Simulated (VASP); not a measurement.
Input:

```xyz
2
Lattice="2.9625 0.0000 0.0000 -1.4812 2.5656 0.0000 0.0000 0.0000 5.5296" Properties=species:S:1:pos:R:3 pbc="T T T"
Cd     0.0000     1.7104     1.3824
Cd     1.4812     0.8552     4.1472
```

These are SCAN meta-GGA, VASP's PBE PAW potentials (set 64) (plane waves; VASP) values and carry that method's errors. Numerical set-up: 400 eV cut-off, 16×16×8 Γ-centred mesh, tetrahedra with Blöchl corrections, potentials Cd.

### Question
Estimate the energy per atom (σ→0), band gap (over mesh and band path) with the smallest direct gap where there is one.

### Answer

```
Property                                                              Result
----------------------------------  ----------------------------------------
band gap (over mesh and band path)  none (metal, semimetal or under 0.01 eV)
energy per atom (σ→0)                                        -30.399 eV/atom
```

The absolute energy has meaning only against runs of the same code, potentials and settings.

The structure comes from a measured Cd entry (P6_3/mmc) of the Crystallography Open Database, whose conditions weren't checked. It was relaxed first.
